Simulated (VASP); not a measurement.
# Si2Sb2Te (Cmc2_1) in VASP: density of states with PBE

Aim: the density of states of Si2Sb2Te with PBE.

Program: VASP 6.6.1. These are calculated values, not measurements. Logs are shortened: lines on timing, memory, paths and dates and some standing lists are left out, and cuts for length are marked.

**1. Starting point**

It takes space group Cmc2_1 (No. 36, orthorhombic). The conventional cell has a = 12.306 Å, b = 7.231 Å, c = 6.866 Å, α = 90.00°, β = 90.00°, γ = 90.00°. Si (site symmetry 1) is surrounded by 1 Te at 2.58 Å and 3 Sb at 2.63 to 2.66 Å. Sb (site symmetry 1) is surrounded by 3 Si at 2.63 to 2.66 Å. Te (site symmetry m) is surrounded by 2 Si at 2.58 Å.

The cell was built by a generator and needn't be a form met in nature.

**2. Density of states, PBE**

POSCAR

```
Si2Sb2Te
1.0
    6.1531500000     -3.6153500000      0.0000000000
    6.1531500000      3.6153500000      0.0000000000
    0.0000000000      0.0000000000      6.8662800000
Si Sb Te
4 4 2
Direct
    0.6815150000      0.9803850000      0.2126040000
    0.0196150000      0.3184850000      0.2126040000
    0.9803850000      0.6815150000      0.7126040000
    0.3184850000      0.0196150000      0.7126040000
    0.0472840000      0.6559830000      0.3301100000
    0.3440170000      0.9527160000      0.3301100000
    0.9527160000      0.3440170000      0.8301100000
    0.6559830000      0.0472840000      0.8301100000
    0.6876430000      0.3123570000      0.3527890000
    0.3123570000      0.6876430000      0.8527890000
```

INCAR.step1

```
PREC = Accurate
ENCUT = 520
EDIFF = 1E-7
ISMEAR = 0
SIGMA = 0.1
LREAL = F
LASPH = T
NELM = 60
ALGO = Normal
ISIF = 2
LWAVE = F
LCHARG = T
GGA = PE
NBANDS = 35
KPAR = 4
```

KPOINTS.step1

```
regular mesh
0
Gamma
  6 6 6
```

INCAR.step2

```
PREC = Accurate
ENCUT = 520
EDIFF = 1E-7
ISMEAR = -5
SIGMA = 0.1
LREAL = F
LASPH = T
NELM = 60
ALGO = Normal
ISIF = 2
LWAVE = F
LCHARG = F
GGA = PE
LORBIT = 10
NBANDS = 35
KPAR = 4
NEDOS = 2001
ICHARG = 11
```

KPOINTS.step2

```
regular mesh
0
Gamma
  9 9 9
```

Potentials or basis: VASP PAW PBE potentials, release 64 (Si, Sb, Te).

Command:

```
cat potpaw_PBE.64/Si/POTCAR potpaw_PBE.64/Sb/POTCAR potpaw_PBE.64/Te/POTCAR > POTCAR
cp INCAR.step1 INCAR
cp KPOINTS.step1 KPOINTS
mpirun -np 4 vasp_std > vasp.out
cp INCAR.step2 INCAR
cp KPOINTS.step2 KPOINTS
mpirun -np 4 vasp_std > vasp.out
```

OUTCAR:

```text
PREC = Accurate
   ENCUT = 520
   EDIFF = 1E-7
   ISMEAR = -5
   LREAL = F
   LASPH = T
   NELM = 60
   ISIF = 2
   GGA = PE
   LORBIT = 10
   ICHARG = 11

 ion  position               nearest neighbor table
   1  0.682  0.980  0.213-   9 2.58   5 2.63   6 2.64   8 2.66
   2  0.020  0.318  0.213-   9 2.58   6 2.63   5 2.64   7 2.66
   3  0.980  0.682  0.713-  10 2.58   8 2.63   7 2.64   5 2.66
   4  0.318  0.020  0.713-  10 2.58   7 2.63   8 2.64   6 2.66
   5  0.047  0.656  0.330-   1 2.63   2 2.64   3 2.66   6 3.65
   6  0.344  0.953  0.330-   2 2.63   1 2.64   4 2.66   5 3.65
   7  0.953  0.344  0.830-   4 2.63   3 2.64   2 2.66   8 3.65
   8  0.656  0.047  0.830-   3 2.63   4 2.64   1 2.66   7 3.65
   9  0.688  0.312  0.353-   1 2.58   2 2.58
  10  0.312  0.688  0.853-   3 2.58   4 2.58

  LATTYP: Found a base centered orthorhombic cell.
 ALAT       =     7.2307000000
 B/A-ratio  =     1.7019514017
 C/A-ratio  =     0.9496010068

  Lattice vectors:

 A1 = (  -6.1531500000,  -3.6153500000,   0.0000000000)
 A2 = (   6.1531500000,  -3.6153500000,   0.0000000000)
 A3 = (   0.0000000000,   0.0000000000,   6.8662800000)

Analysis of symmetry for initial positions (statically):
=====================================================================
 Subroutine PRICEL returns:
 Original cell was already a primitive cell.

 Routine SETGRP: Setting up the symmetry group for a
 base centered orthorhombic supercell.

 Subroutine GETGRP returns: Found  4 space group operations
 (whereof  2 operations were pure point group operations)
 out of a pool of  8 trial point group operations.

The static configuration has the point symmetry C_1h.
 The point group associated with its full space group is C_2v.

Analysis of symmetry for dynamics (positions and initial velocities):
=====================================================================
 Subroutine PRICEL returns:
 Original cell was already a primitive cell.

 Routine SETGRP: Setting up the symmetry group for a
 base centered orthorhombic supercell.

 Subroutine GETGRP returns: Found  4 space group operations
 (whereof  2 operations were pure point group operations)
 out of a pool of  8 trial point group operations.

The dynamic configuration has the point symmetry C_1h.
 The point group associated with its full space group is C_2v.

 Subroutine INISYM returns: Found  4 space group operations
 (whereof  2 operations are pure point group operations),
 and found     1 'primitive' translations

[... 138 lines left out ...]
   LHFCALC =     F    Hartree Fock is set to
   AEXX    =    0.0000 exact exchange contribution
   IVDW    =     0    specifies the selected vdW correction
   LEPSILON=     F    determine dielectric tensor
   LRPA    =     F    only Hartree local field effects (RPA)
 non-spin polarized calculation
 Fermi weights with tetrahedron method with Bloechl corrections
  energy-cutoff  :      520.00
  volume of cell :      305.49
 maximum number of plane-waves:      8267
 NGX is ok and might be reduce to    54

 number of electron      48.0000001 magnetization

 Free energy of the ion-electron system (eV)
  ---------------------------------------------------
  ext. energy  EPLUGINS =         0.00000000
  ---------------------------------------------------
  free energy    TOTEN  =       -43.15325537 eV

  energy without entropy =      -43.15325537  energy(sigma->0) =      -43.15325537

 E-fermi :   5.4808     XC(G=0):  -8.7591

 val. band max:        5.4765350277   @ k =   0.0000   0.0000   0.0000
 cond. band min:       5.4868728198   @ k =  -0.3333   0.3333   0.2222
 fundamental gap:      0.0103377921
 Fermi energy:         5.4807832205

 k-point     1 :       0.0000    0.0000    0.0000
  band No.  band energies     occupation
      1      -7.1810      2.00000
      2      -6.3234      2.00000
      3      -5.0492      2.00000
      4      -4.5213      2.00000
      5      -4.5037      2.00000
      6      -4.4799      2.00000
[... 901 lines left out ...]
     34       8.5732      0.00000
     35       8.6137      0.00000

 [... further k-points ...]

------------------------ aborting loop because EDIFF is reached ----------------------------------------

  FORCE on cell =-STRESS in cart. coord.  units (eV):
  Direction    XX          YY          ZZ          XY          YZ          ZX
  --------------------------------------------------------------------------------------
  -------------------------------------------------------------------------------------
  Total       -0.0006384      0.0382375      0.0718653      0.0000000      0.0000000      0.0000000
  in kB       -0.0033482      0.2005399      0.3769035      0.0000000      0.0000000      0.0000000
  external PRESSURE =       0.1913651 kB  Pullay stress =       0.0000000 kB

 VOLUME and BASIS-vectors are now :
 -----------------------------------------------------------------------------
  energy-cutoff  :      520.00
  volume of cell :      305.49
      direct lattice vectors                 reciprocal lattice vectors
     6.153150000 -3.615350000  0.000000000     0.081259192 -0.138299196  0.000000000
     6.153150000  3.615350000  0.000000000     0.081259192  0.138299196  0.000000000
     0.000000000  0.000000000  6.866280000     0.000000000  0.000000000  0.145639269

 POSITION                                       TOTAL-FORCE (eV/Angst)
 -----------------------------------------------------------------------------------
     10.22592      1.08052      1.45980        -0.000117      0.003005      0.002534
      2.08038      1.08052      1.45980         0.000117      0.003005      0.002534
     10.22592     -1.08052      4.89294        -0.000117     -0.003005      0.002534
      2.08038     -1.08052      4.89294         0.000117     -0.003005      0.002534
      4.32731      2.20066      2.26663        -0.012777      0.001215     -0.001425
      7.97899      2.20066      2.26663         0.012777      0.001215     -0.001425
      7.97899     -2.20066      5.69977         0.012777     -0.001215     -0.001425
      4.32731     -2.20066      5.69977        -0.012777     -0.001215     -0.001425
      6.15315     -1.35679      2.42235         0.000000     -0.003629     -0.002219
      6.15315      1.35679      5.85549         0.000000      0.003629     -0.002219
 -----------------------------------------------------------------------------------
    total drift:                               -0.000000      0.000000      0.000895

  FREE ENERGIE OF THE ION-ELECTRON SYSTEM (eV)
  ---------------------------------------------------
  free  energy   TOTEN  =       -43.1532553670 eV

  energy  without entropy=      -43.1532553670  energy(sigma->0) =      -43.15325537

 total charge

# of ion       s       p       d       tot
------------------------------------------
    1        0.785   0.800   0.000   1.586
    2        0.785   0.800   0.000   1.586
    3        0.785   0.800   0.000   1.586
    4        0.785   0.800   0.000   1.586
    5        1.198   1.198   0.035   2.430
    6        1.198   1.198   0.035   2.430
    7        1.198   1.198   0.035   2.430
    8        1.198   1.198   0.035   2.430
    9        1.388   1.964   0.035   3.387
   10        1.388   1.964   0.035   3.387
--------------------------------------------------
tot         10.707  11.920   0.209  22.836
```

OUTCAR.step1:

```text
PREC = Accurate
   ENCUT = 520
   EDIFF = 1E-7
   ISMEAR = 0
   LREAL = F
[... 1170 lines left out ...]
      7.97899     -2.20066      5.69977         0.003011     -0.003709      0.001262
      4.32731     -2.20066      5.69977        -0.003011     -0.003709      0.001262
      6.15315     -1.35679      2.42235         0.000000     -0.001669     -0.001016
      6.15315      1.35679      5.85549         0.000000      0.001669     -0.001016
 -----------------------------------------------------------------------------------
    total drift:                               -0.000000     -0.000000      0.000188

  FREE ENERGIE OF THE ION-ELECTRON SYSTEM (eV)
  ---------------------------------------------------
  free  energy   TOTEN  =       -43.1532222962 eV

  energy  without entropy=      -43.1515379703  energy(sigma->0) =      -43.15238013
```

Run time: 4.3 min. Hardware: 4 MPI ranks of AMD EPYC 9R45 (Zen 5), shared host; peak memory 1.2 GiB.

What came out:

```
Valence electrons inside the program's atomic spheres : Si 1.59; Sb 2.43; Te 3.39
```

States per cell in windows of 1 eV (zero at the valence-band top; states under -8 eV left out):
```tsv
from (eV)	total	Te9_p	Te10_p	Sb5_p	Sb6_p	Sb7_p	Sb8_p
-8.0	3.46	0.06	0.06	0.05	0.05	0.05	0.05
-7.0	2.45	0.05	0.05	0.04	0.04	0.04	0.04
-6.0	1.16	0.05	0.05	0.02	0.02	0.02	0.02
-5.0	5.03	0.24	0.24	0.17	0.17	0.17	0.17
-4.0	7.68	0.47	0.47	0.26	0.26	0.26	0.26
-3.0	6.93	0.40	0.40	0.29	0.29	0.29	0.29
-2.0	6.32	0.47	0.47	0.25	0.25	0.25	0.25
-1.0	1.98	0.18	0.18	0.09	0.09	0.09	0.09
0.0	4.21	0.12	0.12	0.15	0.15	0.15	0.15
1.0	6.69	0.20	0.20	0.21	0.21	0.21	0.21
2.0	8.42	0.20	0.20	0.21	0.21	0.21	0.21
3.0	2.74	0.07	0.07	0.08	0.08	0.08	0.08
```

The run has no spin-orbit coupling, so splittings on Sb, Te are missing.
